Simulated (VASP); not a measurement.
Computed with PBE GGA, VASP's PBE PAW potentials (set 64) (plane waves; VASP 6.6.1).

The input files of a VASP run:

File POSCAR:
```
YN
1
    0.0000000000     2.4400000000     2.4400000000
    2.4400000000     0.0000000000     2.4400000000
    2.4400000000     2.4400000000     0.0000000000
Y N
1 1
Direct
  0.0000000000   0.0000000000   0.0000000000
  0.5000000000   0.5000000000   0.5000000000
```

KPOINTS:
```
Automatic
0
gamma
1 1 1
```

### INCAR
```
ISMEAR  =  0   # Gaussian
GGA  =  PE   # PBE
SIGMA  =  0.05
PREC  =  Accurate
ENCUT  =  520   # plane-wave cut-off (eV)
LREAL  =  .False.
ALGO  =  Normal   # blocked Davidson
LMAXMIX  =  4   # l cut-off of mixed one-centre charges
NELM  =  100   # most electronic steps
EDIFF  =  1E-6   # SCF stop (eV)
ISIF  =  2
LASPH  =  .True.   # aspherical one-centre terms
LCHARG  =  .False.
LWAVE  =  .False.
SYSTEM  =  YN
```

POTCAR, in this order: Y_sv N (PBE.64 set). Program: vasp_std.

The run wrote:

OSZICAR:
```
...
DAV:  12    -0.511475782267E+01    0.52224E+00   -0.15737E-01    32   0.270E+00    0.775E+00
DAV:  13    -0.509630695362E+01    0.18451E-01   -0.17671E-03    24   0.385E-01    0.771E+00
DAV:  14    -0.512249415853E+01   -0.26187E-01   -0.40293E-04    28   0.161E-01    0.778E+00
DAV:  15    -0.407976620205E+01    0.10427E+01   -0.10658E+00    24   0.740E+00    0.460E+00
DAV:  16    -0.402026715777E+01    0.59499E-01   -0.19050E-02    24   0.139E+00    0.433E+00
DAV:  17    -0.398251015066E+01    0.37757E-01   -0.46831E-03    28   0.522E-01    0.403E+00
DAV:  18    -0.546182445515E+01   -0.14793E+01   -0.59070E-01    24   0.546E+00    0.405E+01
DAV:  19    -0.453207877297E+01    0.92975E+00   -0.17322E+00    24   0.990E+00    0.659E+00
DAV:  20    -0.428616889853E+01    0.24591E+00   -0.10029E-01    24   0.258E+00    0.492E+00
DAV:  21    -0.418241093921E+01    0.10376E+00   -0.18593E-02    24   0.108E+00    0.496E+00
DAV:  22    -0.396366665335E+01    0.21874E+00   -0.10322E-01    24   0.231E+00    0.395E+00
DAV:  23    -0.383611531293E+01    0.12755E+00   -0.51793E-02    24   0.166E+00    0.320E+00
DAV:  24    -0.533692564575E+01   -0.15008E+01   -0.22995E-01    24   0.338E+00    0.405E+01
DAV:  25    -0.131844079806E+02   -0.78475E+01   -0.24273E+01    24   0.364E+01    0.231E+01
DAV:  26    -0.757322153011E+01    0.56112E+01   -0.45271E+00    24   0.167E+01    0.112E+01
DAV:  27    -0.573218014858E+01    0.18410E+01   -0.11523E+00    24   0.857E+00    0.791E+00
DAV:  28    -0.442675815845E+01    0.13054E+01   -0.11490E+00    32   0.800E+00    0.499E+00
DAV:  29    -0.384641539552E+01    0.58034E+00   -0.10891E+00    24   0.758E+00    0.128E+01
DAV:  30    -0.627799199379E+01   -0.24316E+01   -0.56896E+00    24   0.170E+01    0.997E+00
DAV:  31    -0.409893163014E+01    0.21791E+01   -0.30809E+00    24   0.126E+01    0.427E+00
DAV:  32    -0.416003966803E+01   -0.61108E-01   -0.59817E-01    24   0.595E+00    0.323E+01
DAV:  33    -0.140418954376E+02   -0.98819E+01   -0.25583E+01    24   0.369E+01    0.222E+01
DAV:  34    -0.524075003824E+01    0.88011E+01   -0.13062E+01    24   0.275E+01    0.646E+00
DAV:  35    -0.408613851540E+01    0.11546E+01   -0.16497E+00    24   0.106E+01    0.406E+00
DAV:  36    -0.378627953871E+01    0.29986E+00   -0.30498E-01    24   0.418E+00    0.807E-01
DAV:  37    -0.381447728749E+01   -0.28198E-01   -0.11221E-02    28   0.901E-01    0.780E+00
DAV:  38    -0.482552903607E+01   -0.10111E+01   -0.18963E+00    24   0.974E+00    0.641E+00
DAV:  39    -0.393746385055E+01    0.88807E+00   -0.10082E+00    24   0.715E+00    0.367E+00
DAV:  40    -0.502863520140E+01   -0.10912E+01   -0.41645E-01    24   0.484E+00    0.400E+01
DAV:  41    -0.172758088098E+02   -0.12247E+02   -0.34251E+01    24   0.432E+01    0.265E+01
DAV:  42    -0.580459627063E+01    0.11471E+02   -0.16682E+01    24   0.322E+01    0.736E+00
DAV:  43    -0.421972400942E+01    0.15849E+01   -0.23826E+00    24   0.128E+01    0.420E+00
DAV:  44    -0.391867901746E+01    0.30104E+00   -0.21024E-01    24   0.362E+00    0.314E+00
DAV:  45    -0.468047108440E+01   -0.76179E+00   -0.28254E-01    32   0.378E+00    0.396E+01
DAV:  46    -0.189005381224E+02   -0.14220E+02   -0.37522E+01    24   0.452E+01    0.277E+01
DAV:  47    -0.608741862093E+01    0.12813E+02   -0.18486E+01    24   0.343E+01    0.782E+00
DAV:  48    -0.412535964029E+01    0.19621E+01   -0.34073E+00    24   0.151E+01    0.388E+00
DAV:  49    -0.380346385182E+01    0.32190E+00   -0.30860E-01    24   0.430E+00    0.247E+00
DAV:  50    -0.460954189824E+01   -0.80608E+00   -0.95431E-02    32   0.229E+00    0.394E+01
DAV:  51    -0.191202468110E+02   -0.14511E+02   -0.37892E+01    24   0.455E+01    0.275E+01
DAV:  52    -0.615230007674E+01    0.12968E+02   -0.18596E+01    24   0.345E+01    0.796E+00
DAV:  53    -0.414658785144E+01    0.20057E+01   -0.34607E+00    24   0.152E+01    0.388E+00
DAV:  54    -0.378652279119E+01    0.36007E+00   -0.40101E-01    24   0.486E+00    0.931E-01
DAV:  55    -0.378682387501E+01   -0.30108E-03   -0.10473E-02    28   0.800E-01    0.520E-01
DAV:  56    -0.379035023544E+01   -0.35264E-02   -0.35137E-04    24   0.155E-01    0.151E+00
DAV:  57    -0.391243954882E+01   -0.12209E+00   -0.15449E-02    24   0.874E-01    0.194E+01
DAV:  58    -0.688610861863E+01   -0.29737E+01   -0.71451E+00    24   0.192E+01    0.109E+01
DAV:  59    -0.478510367667E+01    0.21010E+01   -0.19063E+00    24   0.101E+01    0.590E+00
DAV:  60    -0.403266759688E+01    0.75244E+00   -0.76177E-01    24   0.664E+00    0.409E+00
DAV:  61    -0.386114394870E+01    0.17152E+00   -0.30713E-01    24   0.411E+00    0.139E+01
DAV:  62    -0.554530844251E+01   -0.16842E+01   -0.37354E+00    24   0.137E+01    0.820E+00
DAV:  63    -0.421974918640E+01    0.13256E+01   -0.13501E+00    24   0.835E+00    0.470E+00
DAV:  64    -0.378738533394E+01    0.43236E+00   -0.58077E-01    24   0.568E+00    0.125E+00
DAV:  65    -0.387250858622E+01   -0.85123E-01   -0.50094E-02    28   0.176E+00    0.349E+00
DAV:  66    -0.457454452334E+01   -0.70204E+00   -0.18152E-01    24   0.300E+00    0.390E+01
DAV:  67    -0.174498115475E+02   -0.12875E+02   -0.33639E+01    24   0.426E+01    0.248E+01
DAV:  68    -0.552050810798E+01    0.11929E+02   -0.18361E+01    24   0.337E+01    0.701E+00
DAV:  69    -0.410537129754E+01    0.14151E+01   -0.23126E+00    24   0.128E+01    0.410E+00
DAV:  70    -0.385860178621E+01    0.24677E+00   -0.17541E-01    24   0.335E+00    0.330E+00
DAV:  71    -0.418997441662E+01   -0.33137E+00   -0.12078E-01    32   0.253E+00    0.333E+01
DAV:  72    -0.125747784791E+02   -0.83848E+01   -0.21475E+01    24   0.338E+01    0.188E+01
DAV:  73    -0.561534429382E+01    0.69594E+01   -0.85516E+00    24   0.221E+01    0.764E+00
DAV:  74    -0.431111716897E+01    0.13042E+01   -0.15081E+00    24   0.984E+00    0.511E+00
DAV:  75    -0.386340454331E+01    0.44771E+00   -0.42359E-01    24   0.486E+00    0.358E+00
DAV:  76    -0.416727447438E+01   -0.30387E+00   -0.12767E-01    28   0.262E+00    0.325E+01
DAV:  77    -0.122719629354E+02   -0.81047E+01   -0.20768E+01    24   0.332E+01    0.184E+01
DAV:  78    -0.556756544063E+01    0.67044E+01   -0.81966E+00    24   0.216E+01    0.764E+00
DAV:  79    -0.418155960345E+01    0.13860E+01   -0.18019E+00    24   0.106E+01    0.476E+00
DAV:  80    -0.379076553789E+01    0.39079E+00   -0.42758E-01    24   0.492E+00    0.234E+00
DAV:  81    -0.423076206792E+01   -0.44000E+00   -0.49229E-02    28   0.172E+00    0.343E+01
DAV:  82    -0.145691393773E+02   -0.10338E+02   -0.26572E+01    24   0.377E+01    0.211E+01
DAV:  83    -0.562795777954E+01    0.89412E+01   -0.12130E+01    24   0.267E+01    0.760E+00
DAV:  84    -0.412675509035E+01    0.15012E+01   -0.22329E+00    24   0.121E+01    0.444E+00
DAV:  85    -0.378602608527E+01    0.34073E+00   -0.37149E-01    24   0.467E+00    0.125E+00
DAV:  86    -0.383425881508E+01   -0.48233E-01   -0.14944E-02    28   0.103E+00    0.105E+01
DAV:  87    -0.466791632688E+01   -0.83366E+00   -0.15401E+00    24   0.880E+00    0.603E+00
DAV:  88    -0.393292833074E+01    0.73499E+00   -0.76940E-01    24   0.626E+00    0.363E+00
DAV:  89    -0.447056564617E+01   -0.53764E+00   -0.29392E-01    24   0.406E+00    0.381E+01
DAV:  90    -0.203889607010E+02   -0.15918E+02   -0.40981E+01    24   0.471E+01    0.272E+01
DAV:  91    -0.662138343941E+01    0.13768E+02   -0.18739E+01    24   0.351E+01    0.943E+00
DAV:  92    -0.491475434522E+01    0.17066E+01   -0.19136E+00    24   0.119E+01    0.640E+00
DAV:  93    -0.393598135257E+01    0.97877E+00   -0.12064E+00    24   0.803E+00    0.368E+00
DAV:  94    -0.380087105088E+01    0.13511E+00   -0.15344E-01    28   0.296E+00    0.505E+00
DAV:  95    -0.395848646393E+01   -0.15762E+00   -0.15259E-01    24   0.290E+00    0.378E+00
DAV:  96    -0.493320020991E+01   -0.97471E+00   -0.39700E-01    24   0.446E+00    0.401E+01
DAV:  97    -0.238727922200E+02   -0.18940E+02   -0.50038E+01    24   0.522E+01    0.301E+01
DAV:  98    -0.821399447800E+01    0.15659E+02   -0.18776E+01    24   0.368E+01    0.120E+01
DAV:  99    -0.622145237505E+01    0.19925E+01   -0.16853E+00    24   0.115E+01    0.872E+00
DAV: 100    -0.443855027800E+01    0.17829E+01   -0.18143E+00    24   0.989E+00
   1 F= -.44385503E+01 E0= -.44385503E+01  d E =-.105163E-17
```

**OUTCAR**
```
------------------------ aborting loop EDIFF was not reached (unconverged)  ----------------------------
  FORCE on cell =-STRESS in cart. coord.  units (eV):
  Direction    XX          YY          ZZ          XY          YZ          ZX
  --------------------------------------------------------------------------------------
  Total       13.4782898     13.4782898     13.4782898      0.0000000      0.0000000      0.0000000
  in kB      743.2687906    743.2687906    743.2687906      0.0000000      0.0000000      0.0000000
  external PRESSURE =     743.2687906 kB  Pullay stress =       0.0000000 kB
  volume of cell :       29.05
      direct lattice vectors                 reciprocal lattice vectors
     0.000000000  2.440000000  2.440000000    -0.204918033  0.204918033  0.204918033
     2.440000000  0.000000000  2.440000000     0.204918033 -0.204918033  0.204918033
     2.440000000  2.440000000  0.000000000     0.204918033  0.204918033 -0.204918033
 POSITION                                       TOTAL-FORCE (eV/Angst)
 -----------------------------------------------------------------------------------
      0.00000      0.00000      0.00000        -0.000000     -0.000000      0.000000
      2.44000      2.44000      2.44000         0.000000      0.000000     -0.000000
 -----------------------------------------------------------------------------------
    total drift:                                0.000000      0.000000      0.000000
  FREE ENERGIE OF THE ION-ELECTRON SYSTEM (eV)
  ---------------------------------------------------
  free  energy   TOTEN  =        -4.4385502780 eV

  energy  without entropy=       -4.4385502780  energy(sigma->0) =       -4.43855028
```
(Selected blocks of OUTCAR.)

### stdout
```
...
DAV:  81    -0.423076206792E+01   -0.44000E+00   -0.49229E-02    28   0.172E+00    0.343E+01
DAV:  82    -0.145691393773E+02   -0.10338E+02   -0.26572E+01    24   0.377E+01    0.211E+01
DAV:  83    -0.562795777954E+01    0.89412E+01   -0.12130E+01    24   0.267E+01    0.760E+00
DAV:  84    -0.412675509035E+01    0.15012E+01   -0.22329E+00    24   0.121E+01    0.444E+00
DAV:  85    -0.378602608527E+01    0.34073E+00   -0.37149E-01    24   0.467E+00    0.125E+00
DAV:  86    -0.383425881508E+01   -0.48233E-01   -0.14944E-02    28   0.103E+00    0.105E+01
DAV:  87    -0.466791632688E+01   -0.83366E+00   -0.15401E+00    24   0.880E+00    0.603E+00
DAV:  88    -0.393292833074E+01    0.73499E+00   -0.76940E-01    24   0.626E+00    0.363E+00
DAV:  89    -0.447056564617E+01   -0.53764E+00   -0.29392E-01    24   0.406E+00    0.381E+01
DAV:  90    -0.203889607010E+02   -0.15918E+02   -0.40981E+01    24   0.471E+01    0.272E+01
DAV:  91    -0.662138343941E+01    0.13768E+02   -0.18739E+01    24   0.351E+01    0.943E+00
DAV:  92    -0.491475434522E+01    0.17066E+01   -0.19136E+00    24   0.119E+01    0.640E+00
DAV:  93    -0.393598135257E+01    0.97877E+00   -0.12064E+00    24   0.803E+00    0.368E+00
DAV:  94    -0.380087105088E+01    0.13511E+00   -0.15344E-01    28   0.296E+00    0.505E+00
DAV:  95    -0.395848646393E+01   -0.15762E+00   -0.15259E-01    24   0.290E+00    0.378E+00
DAV:  96    -0.493320020991E+01   -0.97471E+00   -0.39700E-01    24   0.446E+00    0.401E+01
DAV:  97    -0.238727922200E+02   -0.18940E+02   -0.50038E+01    24   0.522E+01    0.301E+01
DAV:  98    -0.821399447800E+01    0.15659E+02   -0.18776E+01    24   0.368E+01    0.120E+01
DAV:  99    -0.622145237505E+01    0.19925E+01   -0.16853E+00    24   0.115E+01    0.872E+00
DAV: 100    -0.443855027800E+01    0.17829E+01   -0.18143E+00    24   0.989E+00

 -----------------------------------------------------------------------------
|                                                                             |
|           W    W    AA    RRRRR   N    N  II  N    N   GGGG   !!!           |
|           W    W   A  A   R    R  NN   N  II  NN   N  G    G  !!!           |
|           W    W  A    A  R    R  N N  N  II  N N  N  G       !!!           |
|           W WW W  AAAAAA  RRRRR   N  N N  II  N  N N  G  GGG   !            |
|           WW  WW  A    A  R   R   N   NN  II  N   NN  G    G                |
|           W    W  A    A  R    R  N    N  II  N    N   GGGG   !!!           |
|                                                                             |
|     The electronic self-consistency was not achieved in the given           |
|     number of steps (NELM). The forces and other quantities evaluated       |
|     might not be reliable so examine the results carefully. If you find     |
|     spurious results, we suggest increasing NELM, if you were close to      |
|     convergence or switching to a different ALGO or adjusting the           |
|     density mixing parameters otherwise.                                    |
|                                                                             |
 -----------------------------------------------------------------------------

   1 F= -.44385503E+01 E0= -.44385503E+01  d E =-.105163E-17
```

The run did not converge; its last values are not results.

The compound is YN in the rock salt structure. The cell was not relaxed at this level. The k-mesh is coarse (spacing up to 2.23 per Å, 2π included), so the numbers may not be converged in it.
